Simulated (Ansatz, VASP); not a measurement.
## One calculation of TlGa, two programs

The input INCAR:

```
SYSTEM = TlGa
PREC = Accurate
ENCUT = 520
EDIFF = 1E-7
ISMEAR = -1
SIGMA = 0.05
LREAL = .FALSE.
LASPH = .TRUE.
NELM = 80
ALGO = Normal
ISIF = 2
LWAVE = .FALSE.
LCHARG = .FALSE.
GGA = PE
NBANDS = 20
```

The input KPOINTS:

```
regular mesh
0
G
  8 8 5
  0 0 0
```

The input POSCAR:

```
TlGa
1.0
    3.6521389600      0.0000000000      0.0000000000
   -1.8260694800      3.1628451200      0.0000000000
    0.0000000000      0.0000000000      5.8682937400
Tl Ga
1 1
Direct
    0.3333333300      0.6666666700      0.5000000000
    0.0000000000      0.0000000000      0.0000000000
```

input.yaml

```yaml
crystal:
  lattice:
    - [3.65213896, 0.0, 0.0]
    - [-1.82606948, 3.16284512, 0.0]
    - [0.0, 0.0, 5.86829374]
  atoms:
    - { symbol: Tl, position: [0.33333333, 0.66666667, 0.5] }
    - { symbol: Ga, position: [0.0, 0.0, 0.0] }
hamiltonian:
  xc: pbe
  pseudopotentials: { kind: paw }
kpoints:
  mp_grid: { grid: [8, 8, 5] }
scf:
  occupations: { method: fermi_dirac, width: 0.05 }
output:
  forces: true
  stress: true
  eigenvalues: true
  write_density: true
  write_potential: true
  elf: true
  volumetric_format: npy
```

The cell was built by a generator and needn't be a form met in nature.

Alike in both runs: task single point; functional PBE; k mesh 8 × 8 × 5; occupations fermi-dirac, width 0.05 eV; no spin polarisation.

|  | VASP | Ansatz |
| --- | --- | --- |
| version | VASP 6.6.1 | Ansatz 0.2.0 |
| potentials or method | VASP PAW PBE potentials, release 64 (Tl_d, Ga_d) | Ansatz PAW |
| plane-wave cutoff (eV) | 520 | 420 |
| valence electrons in the cell | 26 | 26 |

```tsv
	VASP	Ansatz	Ansatz less VASP
gap on the k mesh at the Fermi level (eV)	none	none	-
pressure (GPa)	-4.4	-4.4	+0.03
largest component of the traceless stress (GPa)	0.09	0.10	+0.002
```

A gap of «none» marks a metal or a gap that the smearing closes.

The runs have no spin-orbit coupling, so splittings on Tl are missing.
